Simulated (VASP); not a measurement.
Given:

```yaml
crystal:
  lattice:
    - [0.00000, 1.79050, 1.78159]
    - [1.78159, 0.00000, 1.78159]
    - [1.78159, 1.79050, 0.00000]
  atoms:
    - { symbol: C, position: [0.00000, 0.00000, 0.00000] }
    - { symbol: C, position: [0.25000, 0.25000, 0.25000] }
```

Computed with r2SCAN meta-GGA, VASP's PBE PAW potentials (set 64) (plane waves; VASP). Numerical set-up: 600 eV cut-off, 12×12×12 Γ-centred mesh, Gaussian smearing of 0.050 eV, potentials C.

Give the stress tensor in GPa (positive for a compressed cell).

```
-1.33   0.00   0.00
 0.00  -6.26   0.00
 0.00   0.00  -1.33
```
The pressure is its mean diagonal, -2.98 GPa.

The compound is C in the diamond structure. This cell was strained or had an atom moved on purpose.
